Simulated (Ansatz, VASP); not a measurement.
## SiGe in two plane-wave programs

One calculation is typed for both programs; each brings its own data sets. How far apart do they land? The cell is generated by rule, not measured, and may not be a known phase. The cell is taken from a series of runs on this material, whose earlier steps may have relaxed, scaled, displaced or heated it; both programs get it as it stands.

Method: plane waves, with VASP 6.6.1 beside it; zone-centre phonons at PBEsol, in Ansatz 0.2.0.

The structure was built from a prototype and need not be the compound's stable phase.

## Step 1: The structure

The structure is hexagonal, space group P6_3/mmc (No. 194). The conventional cell has a = 3.713 Å, b = 3.713 Å, c = 5.892 Å, α = 90.00°, β = 90.00°, γ = 120.00°. Nearest to Si lie 6 Ge at 2.60 Å. Nearest to Ge lie 6 Si at 2.60 Å. Farther neighbours are not listed.

Structure file:

```xyz
4
Lattice="3.7126 0.0000 0.0000 -1.8563 3.2152 0.0000 0.0000 0.0000 5.8915" Properties=species:S:1:pos:R:3 pbc="T T T"
Si    0.0000    0.0000    0.0000
Si    0.0000    0.0000    2.9458
Ge    0.0000    2.1435    1.4729
Ge    1.8563    1.0717    4.4186
```

## Step 2: VASP: zone-centre phonons, PBEsol

Second derivatives magnify differences that forces hide, and they need a tight electronic threshold.

Lines of VASP's logs that name or quote its potential files are left out, and so is its time.

INCAR

```
SYSTEM = SiGe
PREC = Accurate
ENCUT = 500
EDIFF = 1E-08
NELM = 120
ISMEAR = 1
SIGMA = 0.15
LREAL = .FALSE.
ALGO = Normal
GGA = PS
NBANDS = 24
LORBIT = 11
LWAVE = .FALSE.
LCHARG = .FALSE.
ISIF = 2
IBRION = 8
LASPH = .TRUE.
GGA_COMPAT = .FALSE.
KPAR = 2
```

POSCAR

```
SiGe
1.0
    3.7125657936     -0.0000032552      0.0000000000
   -1.8562800777      3.2151779181      0.0000000000
    0.0000000000      0.0000000000      5.8915085839
Si Ge
2 2
Direct
    0.0000000000      0.0000000000      0.0000000000
    0.0000000000      0.0000000000      0.5000000000
    0.3333333333      0.6666666667      0.2500000000
    0.6666666667      0.3333333333      0.7500000000
```

KPOINTS

```
Automatic mesh
0
Gamma
12 12 6
0 0 0
```

PAW data sets: Si and Ge_d (PBE family, release 64).

The run is started by

```sh
$ mpirun -np 2 vasp_std
```

Numbers of over 12 decimals in the logs are rounded to 6 here.

Log:

```text
[banner, memory and clock lines left out]
running    2 mpi-ranks, on    1 nodes
 distrk:  each k-point on    1 cores,    2 groups
 distr:  one band on    1 cores,    1 groups

 POSCAR found type information on POSCAR SiGe
 POSCAR found :  2 types and       4 ions
|                                                                             |
|               ----> ADVICE to this user running VASP <----                  |
|                                                                             |
|     You enforced a specific xc type in the INCAR file but a different       |
|     [... a line on the potential file left out ...]
|     I HOPE YOU KNOW WHAT YOU ARE DOING!                                     |
|                                                                             |

 LDA part: xc-table for (Slater+PW92), standard interpolation
 POSCAR, INCAR and KPOINTS ok, starting setup
 FFT: planning ... GRIDC
 FFT: planning ... GRID_SOFT
 FFT: planning ... GRID
 WAVECAR not read
 entering main loop
       N       E                     dE             d eps       ncg     rms          rms(c)
DAV:   1     0.245930604332E+03    0.24593E+03   -0.17495E+04  4264   0.330E+03
DAV:   2     0.169819555308E+02   -0.22895E+03   -0.22276E+03  3736   0.680E+02
DAV:   3    -0.191341940042E+02   -0.36116E+02   -0.35724E+02  4600   0.152E+02
DAV:   4    -0.203483278892E+02   -0.12141E+01   -0.12136E+01  4184   0.309E+01
DAV:   5    -0.203761166501E+02   -0.27789E-01   -0.27787E-01  4752   0.533E+00    0.447E+00
DAV:   6    -0.203016723362E+02    0.74444E-01   -0.59308E-02  5088   0.349E+00    0.251E+00
DAV:   7    -0.202681944367E+02    0.33478E-01   -0.36254E-02  5168   0.227E+00    0.209E-01
DAV:   8    -0.202674450165E+02    0.74942E-03   -0.51719E-03  4896   0.107E+00    0.101E-01
DAV:   9    -0.202674684970E+02   -0.23481E-04   -0.21224E-04  4632   0.130E-01    0.256E-02
DAV:  10    -0.202674701414E+02   -0.16444E-05   -0.13608E-05  5152   0.397E-02    0.969E-03
DAV:  11    -0.202674699620E+02    0.17936E-06   -0.26213E-06  4952   0.181E-02    0.192E-03
DAV:  12    -0.202674697579E+02    0.20411E-06   -0.55267E-07  5072   0.117E-02    0.727E-04
DAV:  13    -0.202674697162E+02    0.41770E-07   -0.29350E-08  3784   0.108E-03    0.283E-04
DAV:  14    -0.202674697227E+02   -0.65247E-08   -0.27680E-09  2552   0.774E-04
   1 F= -.20267470E+02 E0= -.20267245E+02  d E =-.673424E-03
 Linear response reoptimize wavefunctions to high precision
DAV:   1    -0.202674697182E+02    0.45065E-08   -0.99806E-10  2728   0.482E-04
DAV:   2    -0.202674697182E+02   -0.63665E-11   -0.25291E-10  2392   0.154E-04
 Linear response DOF=           4
 Linear response progress:
  Degree of freedom:   1/  4
       N       E                     dE             d eps       ncg     rms          rms(c)
RMM:   1    -0.194853668567E-01   -0.19485E-01    0.20378E-03 23520   0.699E-01
RMM:   2    -0.169345698834E-01    0.25508E-02   -0.15915E-03 18679   0.257E-01    0.654E-02
RMM:   3    -0.170251960686E-01   -0.90626E-04   -0.74907E-05 18756   0.775E-02    0.364E-02
RMM:   4    -0.171761560788E-01   -0.15096E-03   -0.37294E-05 20246   0.437E-02    0.616E-03
RMM:   5    -0.171679422272E-01    0.82139E-05   -0.34852E-06 22034   0.107E-02    0.122E-03
RMM:   6    -0.171668642351E-01    0.10780E-05   -0.57322E-07 22003   0.194E-03    0.746E-04
RMM:   7    -0.171676820705E-01   -0.81784E-06   -0.83304E-07 22314   0.579E-04    0.930E-05
RMM:   8    -0.171677585002E-01   -0.76430E-07    0.39446E-08 22993   0.149E-04    0.240E-05
RMM:   9    -0.171677855814E-01   -0.27081E-07    0.38170E-08 22483   0.521E-05    0.387E-06
RMM:  10    -0.171677760501E-01    0.95313E-08    0.28739E-08 23141   0.250E-05    0.154E-06
 first order change of Fermi-energy   0.21245E-04
 force on displaced ion       1 direction 1 :  -3.531   0.000   0.000
 Linear response progress:
  Degree of freedom:   2/  4
       N       E                     dE             d eps       ncg     rms          rms(c)
RMM:   1    -0.302285175573E-01   -0.30229E-01    0.22227E-02  8022   0.206E+00
RMM:   2    -0.244254613927E-01    0.58031E-02   -0.11372E-02  7745   0.115E+00    0.721E-02
RMM:   3    -0.241664643944E-01    0.25900E-03   -0.45496E-04  7793   0.472E-01    0.450E-02
RMM:   4    -0.241900680163E-01   -0.23604E-04    0.39082E-04  8117   0.247E-01    0.178E-02
RMM:   5    -0.243748397785E-01   -0.18477E-03   -0.70154E-04  7860   0.105E-01    0.559E-03
RMM:   6    -0.243543333676E-01    0.20506E-04   -0.53088E-04  8303   0.411E-02    0.189E-03
RMM:   7    -0.243352943326E-01    0.19039E-04   -0.31376E-04  8274   0.192E-02    0.578E-04
RMM:   8    -0.243196556083E-01    0.15639E-04   -0.13467E-04  8753   0.123E-02    0.473E-04
RMM:   9    -0.243092065473E-01    0.10449E-04   -0.31020E-05  8058   0.417E-03    0.148E-04
RMM:  10    -0.243080903849E-01    0.11162E-05   -0.18681E-05  8642   0.172E-03    0.621E-05
RMM:  11    -0.243068850271E-01    0.12054E-05   -0.43177E-06  8749   0.601E-04    0.497E-05
RMM:  12    -0.243067557994E-01    0.12923E-06   -0.27285E-06  8355   0.352E-04    0.123E-05
RMM:  13    -0.243066236015E-01    0.13220E-06   -0.14673E-06  9051   0.187E-04    0.397E-06
RMM:  14    -0.243065940283E-01    0.29573E-07   -0.93677E-07  8290   0.864E-05    0.147E-06
RMM:  15    -0.243065649291E-01    0.29099E-07   -0.49152E-07  8130   0.488E-05    0.844E-07
RMM:  16    -0.243065449438E-01    0.19985E-07   -0.40300E-07  7054   0.309E-05    0.674E-07
RMM:  17    -0.243065433678E-01    0.15760E-08   -0.18004E-07  7374   0.206E-05    0.317E-07
RMM:  18    -0.243065306393E-01    0.12729E-07   -0.23475E-07  6459   0.167E-05    0.286E-07
RMM:  19    -0.243065351354E-01   -0.44962E-08   -0.38799E-08  6388   0.141E-05    0.168E-07
 first order change of Fermi-energy   0.28186E-04
 force on displaced ion       1 direction 3 :   0.000  -0.000  -4.076
 Linear response progress:
  Degree of freedom:   3/  4
       N       E                     dE             d eps       ncg     rms          rms(c)
RMM:   1    -0.186131558334E+00   -0.18613E+00    0.75196E+00 17168   0.491E+01
RMM:   2    -0.193413843706E+00   -0.72823E-02   -0.11984E-02 25583   0.744E-01    0.696E-02
RMM:   3    -0.193461516956E+00   -0.47673E-04   -0.27061E-04 24710   0.154E-01    0.396E-02
RMM:   4    -0.193504585271E+00   -0.43068E-04   -0.33143E-05 27093   0.617E-02    0.507E-03
RMM:   5    -0.193490804103E+00    0.13781E-04    0.11110E-05 25995   0.137E-02    0.159E-03
RMM:   6    -0.193488683294E+00    0.21208E-05    0.92354E-06 27828   0.506E-03    0.721E-04
RMM:   7    -0.193487458820E+00    0.12245E-05    0.74426E-06 26923   0.167E-03    0.705E-05
RMM:   8    -0.193487540598E+00   -0.81778E-07    0.64253E-07 28200   0.713E-04    0.427E-05
RMM:   9    -0.193487434011E+00    0.10659E-06   -0.33957E-07 28554   0.328E-04    0.139E-05
RMM:  10    -0.193487417103E+00    0.16908E-07    0.14512E-07 29036   0.166E-04    0.875E-06
RMM:  11    -0.193487486826E+00   -0.69724E-07   -0.11147E-07 29041   0.990E-05    0.342E-06
RMM:  12    -0.193487499557E+00   -0.12731E-07   -0.11818E-07 28038   0.677E-05    0.115E-06
RMM:  13    -0.193487507119E+00   -0.75623E-08   -0.70745E-08 25755   0.537E-05    0.916E-07
 first order change of Fermi-energy  -0.19807E-04
 force on displaced ion       3 direction 1 :  -5.306  -0.002   0.000
 Linear response progress:
  Degree of freedom:   4/  4
       N       E                     dE             d eps       ncg     rms          rms(c)
RMM:   1    -0.197871080759E+00   -0.19787E+00    0.75669E+00  5818   0.493E+01
RMM:   2    -0.205323424841E+00   -0.74523E-02   -0.14004E-02  8713   0.787E-01    0.799E-02
RMM:   3    -0.205425215982E+00   -0.10179E-03   -0.71466E-04  8310   0.160E-01    0.424E-02
RMM:   4    -0.205433047100E+00   -0.78311E-05   -0.83189E-05  9033   0.546E-02    0.196E-02
RMM:   5    -0.205451443829E+00   -0.18397E-04   -0.34077E-05  9100   0.166E-02    0.362E-03
RMM:   6    -0.205448630029E+00    0.28138E-05   -0.38801E-05  8982   0.565E-03    0.879E-04
RMM:   7    -0.205445474915E+00    0.31551E-05   -0.13983E-05  9219   0.170E-03    0.542E-04
RMM:   8    -0.205444951749E+00    0.52317E-06   -0.74832E-06  8953   0.669E-04    0.505E-05
RMM:   9    -0.205444347653E+00    0.60410E-06   -0.38249E-06  9331   0.280E-04    0.482E-05
RMM:  10    -0.205443832303E+00    0.51535E-06   -0.64641E-07  9404   0.135E-04    0.850E-06
RMM:  11    -0.205443939592E+00   -0.10729E-06   -0.18191E-06  9578   0.778E-05    0.104E-05
RMM:  12    -0.205443867882E+00    0.71710E-07   -0.65132E-07  9080   0.553E-05    0.148E-06
RMM:  13    -0.205443808462E+00    0.59421E-07    0.10461E-08  7896   0.443E-05    0.100E-06
RMM:  14    -0.205443835715E+00   -0.27253E-07   -0.98592E-08  7380   0.392E-05    0.626E-07
RMM:  15    -0.205443831350E+00    0.43644E-08    0.25534E-09  6899   0.366E-05    0.195E-07
 first order change of Fermi-energy  -0.22415E-04
 force on displaced ion       3 direction 3 :   0.000   0.000  -4.076
 Linear response finished
```

From OUTCAR (step 2):

```text
ion  position               nearest neighbor table
   1  0.000  0.000  0.000-   3 2.60   4 2.60   4 2.60   3 2.60   4 2.60   3 2.60   2 2.95   2 2.95

  LATTYP: Found a hexagonal cell.
 ALAT       =     3.7125657936
 C/A-ratio  =     1.5869102156

 Subroutine GETGRP returns: Found 24 space group operations
 (whereof 12 operations were pure point group operations)

The static configuration has the point symmetry D_3d.
 The point group associated with its full space group is D_6h.

 Found     76 irreducible k-points:

   k-points           NKPTS =     76   k-points in BZ     NKDIM =     76   number of bands    NBANDS=     24

   dimension x,y,z NGX =    28 NGY =   28 NGZ =   48
   dimension x,y,z NGXF=    56 NGYF=   56 NGZF=   96

   ENCUT  =  500.0 eV  36.75 Ry    6.06 a.u.   6.77  6.77 10.74*2*pi/ulx,y,z

   NELECT =      36.0000    total number of electrons

 k-points in reciprocal lattice and weights: Automatic mesh
   0.00000000  0.00000000  0.00000000       0.001
   0.08333333 -0.00000000  0.00000000       0.007
   0.16666667 -0.00000000  0.00000000       0.007
   0.25000000 -0.00000000  0.00000000       0.007
   0.33333333 -0.00000000  0.00000000       0.007
   0.41666667 -0.00000000  0.00000000       0.007
   0.50000000 -0.00000000  0.00000000       0.003
   0.08333333  0.08333333  0.00000000       0.007
   0.16666667  0.08333333  0.00000000       0.014
[...]
0.33333333  0.25000000  0.50000000       0.014
   0.33333333  0.33333333  0.50000000       0.002

 average (electrostatic) potential at core
       1 -82.2122       2 -82.2122       3 -71.5154       4 -71.5154

  Total       -0.0029990     -0.0029990     -0.0051617     -0.0000000      0.0000000      0.0000000
  in kB       -0.0683243     -0.0683243     -0.1175966     -0.0000000      0.0000000      0.0000000
  external PRESSURE =      -0.0847484 kB  Pullay stress =       0.0000000 kB

  energy-cutoff  :      500.00
  volume of cell :       70.32
      direct lattice vectors                 reciprocal lattice vectors
     3.712565794 -0.000003255  0.000000000     0.269355632  0.155512232  0.000000000
    -1.856280078  3.215177918  0.000000000     0.000000273  0.311024936  0.000000000
     0.000000000  0.000000000  5.891508584     0.000000000  0.000000000  0.169735813

 POSITION                                       TOTAL-FORCE (eV/Angst)
 -----------------------------------------------------------------------------------
      0.00000      0.00000      0.00000        -0.000000     -0.000000      0.000000
      0.00000      0.00000      2.94575        -0.000000     -0.000000      0.000000
      0.00000      2.14345      1.47288         0.000000      0.000000      0.000000
      1.85628      1.07172      4.41863        -0.000000      0.000000     -0.000000
 -----------------------------------------------------------------------------------
    total drift:                                0.000000     -0.000000      0.000000

 Eigenvectors and eigenvalues of the dynamical matrix
 ----------------------------------------------------

   1 f  =    8.086598 THz    50.809596 2PiTHz  269.739884 cm-1    33.443468 meV
             X         Y         Z           dx          dy          dz
      0.000000  0.000000  0.000000    -0.000000   -0.000000   -0.707107
      0.000000  0.000000  2.945754    -0.000000   -0.000000    0.707107
      0.000002  2.143451  1.472877    -0.000000    0.000000   -0.000000
      1.856284  1.071724  4.418631    -0.000000    0.000000   -0.000000

   2 f  =    7.478797 THz    46.990669 2PiTHz  249.465824 cm-1    30.929806 meV
             X         Y         Z           dx          dy          dz
      0.000000  0.000000  0.000000     0.173492    0.575420   -0.000000
      0.000000  0.000000  2.945754     0.173492    0.575420    0.000000
      0.000002  2.143451  1.472877    -0.107543   -0.356688    0.000000
      1.856284  1.071724  4.418631    -0.107543   -0.356688   -0.000000

   3 f  =    7.478797 THz    46.990669 2PiTHz  249.465824 cm-1    30.929806 meV
             X         Y         Z           dx          dy          dz
      0.000000  0.000000  0.000000    -0.575420    0.173492   -0.000000
      0.000000  0.000000  2.945754    -0.575420    0.173492    0.000000
      0.000002  2.143451  1.472877     0.356688   -0.107543   -0.000000
      1.856284  1.071724  4.418631     0.356688   -0.107543   -0.000000

   4 f  =    5.011917 THz    31.490803 2PiTHz  167.179552 cm-1    20.727613 meV
             X         Y         Z           dx          dy          dz
      0.000000  0.000000  0.000000    -0.000000   -0.000000    0.000000
      0.000000  0.000000  2.945754    -0.000000   -0.000000    0.000000
      0.000002  2.143451  1.472877     0.000000    0.000000    0.707107
      1.856284  1.071724  4.418631    -0.000000   -0.000000   -0.707107

   5 f  =    4.587568 THz    28.824541 2PiTHz  153.024802 cm-1    18.972649 meV
             X         Y         Z           dx          dy          dz
      0.000000  0.000000  0.000000    -0.204137   -0.676999    0.000000
      0.000000  0.000000  2.945754     0.204137    0.676999   -0.000000
      0.000002  2.143451  1.472877     0.000000   -0.000000    0.000000
      1.856284  1.071724  4.418631    -0.000000    0.000000   -0.000000

   6 f  =    4.587568 THz    28.824541 2PiTHz  153.024802 cm-1    18.972649 meV
             X         Y         Z           dx          dy          dz
      0.000000  0.000000  0.000000    -0.676999    0.204137   -0.000000
      0.000000  0.000000  2.945754     0.676999   -0.204137    0.000000
      0.000002  2.143451  1.472877    -0.000000    0.000000   -0.000000
      1.856284  1.071724  4.418631     0.000000   -0.000000    0.000000

   7 f  =    4.493430 THz    28.233053 2PiTHz  149.884689 cm-1    18.583325 meV
             X         Y         Z           dx          dy          dz
      0.000000  0.000000  0.000000     0.000000    0.000000    0.000000
      0.000000  0.000000  2.945754     0.000000   -0.000000    0.000000
      0.000002  2.143451  1.472877    -0.204114   -0.677006    0.000000
      1.856284  1.071724  4.418631     0.204114    0.677006   -0.000000

   8 f  =    4.493430 THz    28.233053 2PiTHz  149.884689 cm-1    18.583325 meV
             X         Y         Z           dx          dy          dz
      0.000000  0.000000  0.000000     0.000000   -0.000000    0.000000
      0.000000  0.000000  2.945754    -0.000000    0.000000    0.000000
      0.000002  2.143451  1.472877    -0.677006    0.204114   -0.000000
      1.856284  1.071724  4.418631     0.677006   -0.204114   -0.000000

   9 f  =    2.804776 THz    17.622928 2PiTHz   93.557259 cm-1    11.599616 meV
             X         Y         Z           dx          dy          dz
      0.000000  0.000000  0.000000     0.000000    0.000000    0.593817
      0.000000  0.000000  2.945754     0.000000    0.000000    0.593817
      0.000002  2.143451  1.472877     0.000000    0.000000   -0.383902
      1.856284  1.071724  4.418631     0.000000   -0.000000   -0.383902

  10 f/i=    0.011077 THz     0.069597 2PiTHz    0.369480 cm-1     0.045810 meV
             X         Y         Z           dx          dy          dz
      0.000000  0.000000  0.000000     0.245152    0.280522   -0.000000
      0.000000  0.000000  2.945754     0.245152    0.280522   -0.000000
      0.000002  2.143451  1.472877     0.395486    0.452547   -0.000000
      1.856284  1.071724  4.418631     0.395486    0.452547   -0.000000

  11 f/i=    0.011077 THz     0.069597 2PiTHz    0.369480 cm-1     0.045810 meV
             X         Y         Z           dx          dy          dz
      0.000000  0.000000  0.000000     0.280522   -0.245152    0.000000
      0.000000  0.000000  2.945754     0.280522   -0.245152    0.000000
      0.000002  2.143451  1.472877     0.452547   -0.395486    0.000000
      1.856284  1.071724  4.418631     0.452547   -0.395486    0.000000

  12 f/i=    0.049156 THz     0.308854 2PiTHz    1.639655 cm-1     0.203291 meV
             X         Y         Z           dx          dy          dz
      0.000000  0.000000  0.000000     0.000000   -0.000000   -0.383902
      0.000000  0.000000  2.945754     0.000000   -0.000000   -0.383902
      0.000002  2.143451  1.472877     0.000000   -0.000000   -0.593817
      1.856284  1.071724  4.418631     0.000000   -0.000000   -0.593817

 ELASTIC MODULI CONTR FROM IONIC RELAXATION (kBar)
 Direction    XX          YY          ZZ          XY          YZ          ZX
 --------------------------------------------------------------------------------
 XX        -141.0153    141.0153     -0.0000     -0.0000     -0.0000      0.0000
 YY         141.0153   -141.0153      0.0000     -0.0000      0.0000     -0.0000
 ZZ          -0.0000      0.0000     -0.0000      0.0000     -0.0000      0.0000
 XY          -0.0000     -0.0000      0.0000   -141.0153      0.0000     -0.0000
 YZ          -0.0000      0.0000     -0.0000      0.0000     -0.0000      0.0000
 ZX           0.0000     -0.0000      0.0000     -0.0000      0.0000     -0.0000
 --------------------------------------------------------------------------------
```

(Part 1 of 2 ends here.)

[Lines on the potential files, build, host, timing and source positions are cut from VASP's logs without a mark.]

[Logs are printed without paths, hosts, clocks, repeated set-up lines and the standing remarks that a program may print on its own settings, such as how far it seeks lower states.]

[Hosts, paths, dates, database ids (printed as entryN), source tags and the programs' standing remarks are cut or masked in the printed files.]
